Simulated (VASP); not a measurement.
Here is the system:

```yaml
crystal:
  lattice:
    - [4.94025, 0.00000, 0.00000]
    - [-2.47012, 4.27838, 0.00000]
    - [0.00000, 0.00000, 5.45688]
  atoms:
    - { symbol: Si, position: [0.53110, 0.53110, 0.00000] }
    - { symbol: Si, position: [0.46890, 0.00000, 0.33333] }
    - { symbol: Si, position: [0.00000, 0.46890, 0.66667] }
    - { symbol: O, position: [0.26917, 0.41270, 0.78458] }
    - { symbol: O, position: [0.58730, 0.85647, 0.11792] }
    - { symbol: O, position: [0.14353, 0.73083, 0.45125] }
    - { symbol: O, position: [0.41270, 0.26917, 0.21542] }
    - { symbol: O, position: [0.85647, 0.58730, 0.88208] }
    - { symbol: O, position: [0.73083, 0.14353, 0.54875] }
```

Computed with PBEsol GGA, VASP's PBE PAW potentials (set 64) (plane waves; VASP). Run with 520 eV cut-off, Gaussian smearing of 0.050 eV, potentials Si O.

Task: Give the energies of bands 13 to 26 at the high-symmetry points, in eV from the valence-band maximum.

Result: 
```json
[
 {"band": "13", "Γ": "-2.90", "M": "-3.06", "K": "-2.91", "A": "-2.69", "L": "-3.17", "H": "-3.25"},
 {"band": "14", "Γ": "-2.90", "M": "-2.89", "K": "-2.91", "A": "-2.69", "L": "-3.16", "H": "-2.78"},
 {"band": "15", "Γ": "-2.65", "M": "-2.65", "K": "-2.84", "A": "-2.61", "L": "-2.40", "H": "-2.78"},
 {"band": "16", "Γ": "-2.43", "M": "-2.25", "K": "-2.03", "A": "-1.97", "L": "-2.08", "H": "-1.92"},
 {"band": "17", "Γ": "-1.46", "M": "-2.06", "K": "-2.03", "A": "-1.97", "L": "-2.04", "H": "-1.92"},
 {"band": "18", "Γ": "-1.46", "M": "-1.73", "K": "-1.87", "A": "-1.79", "L": "-1.53", "H": "-1.89"},
 {"band": "19", "Γ": "-1.43", "M": "-1.63", "K": "-1.69", "A": "-1.79", "L": "-1.25", "H": "-0.96"},
 {"band": "20", "Γ": "-1.00", "M": "-1.08", "K": "-1.19", "A": "-1.50", "L": "-1.13", "H": "-0.92"},
 {"band": "21", "Γ": "-1.00", "M": "-1.01", "K": "-1.19", "A": "-1.19", "L": "-0.87", "H": "-0.92"},
 {"band": "22", "Γ": "-0.69", "M": "-0.76", "K": "-0.43", "A": "-0.22", "L": "-0.84", "H": "-0.75"},
 {"band": "23", "Γ": "-0.30", "M": "-0.27", "K": "-0.43", "A": "-0.22", "L": "-0.59", "H": "-0.57"},
 {"band": "24", "Γ": "-0.30", "M": "-0.04", "K": "0.00", "A": "-0.09", "L": "-0.18", "H": "-0.57"},
 {"band": "25", "Γ": "5.71", "M": "7.94", "K": "8.60", "A": "7.66", "L": "8.52", "H": "8.58"},
 {"band": "26", "Γ": "9.03", "M": "8.71", "K": "8.60", "A": "7.66", "L": "9.03", "H": "9.49"}
]
```

The gap is indirect, 5.71 eV, from the valence maximum at K to the conduction minimum at Γ.

The structure comes from a computed database's SiO2 entry (P3_121); how it stands against other phases isn't given here. It was relaxed first.
